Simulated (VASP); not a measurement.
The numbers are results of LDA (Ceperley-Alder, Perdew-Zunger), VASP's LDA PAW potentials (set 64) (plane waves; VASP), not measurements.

The input files of a VASP run:

INCAR:
```
! general
SYSTEM   =  Pt
PREC     =  Accurate
ENCUT    =  520
LREAL    =  .FALSE.
LASPH    =  .TRUE.

! electronic loop
EDIFF    =  1E-6
NELM     =  100
ALGO     =  Normal
LMAXMIX  =  6

! smearing
ISMEAR   =  1
SIGMA    =  0.1

! ions
IBRION   =  2
NSW      =  60
ISIF     =  3
EDIFFG   =  -0.01

! output
LWAVE    =  .FALSE.
LCHARG   =  .FALSE.
```

POSCAR:
```
Pt
1
    0.0000000000     1.9600000000     1.9600000000
    1.9600000000     0.0000000000     1.9600000000
    1.9600000000     1.9600000000     0.0000000000
Pt
1
Direct
  0.0000000000   0.0000000000   0.0000000000
```

**KPOINTS**
```
Automatic mesh
0
Gamma
14 14 14
0 0 0
```

POTCAR, in this order: Pt (LDA.64 set). Program: vasp_std.

Unless said otherwise, spin-orbit coupling is left out, though it shifts the bands of the heavy elements here.

Task: What does the run give for the energy per atom (σ→0), volume per atom, band gap (on the k-mesh)?

Result: 
```
Property                                                     Value
------------------------  ----------------------------------------
energy per atom (σ→0)                               -7.514 eV/atom
band gap (on the k-mesh)  none (metal, semimetal or under 0.01 eV)
volume per atom                                     14.78 Å^3/atom
```

OSZICAR:
```
...
DAV:   6    -0.751347497927E+01   -0.10679E-04   -0.32111E-06  2120   0.109E-02    0.192E-03
DAV:   7    -0.751347501270E+01   -0.33430E-07   -0.33934E-08   954   0.161E-03
   3 F= -.75134750E+01 E0= -.75136107E+01  d E =-.473120E-02
       N       E                     dE             d eps       ncg     rms          rms(c)
DAV:   1    -0.751348955456E+01   -0.14575E-04   -0.29096E-04  1896   0.184E-01    0.255E-02
DAV:   2    -0.751347808654E+01    0.11468E-04   -0.34201E-05  1881   0.525E-02    0.101E-02
DAV:   3    -0.751347737349E+01    0.71305E-06   -0.35255E-06  1012   0.159E-02
   4 F= -.75134774E+01 E0= -.75136129E+01  d E =-.473356E-02
```

The compound is Pt in the fcc structure. This run relaxes it. Symmetry was kept, so distortions that lower it aren't found.
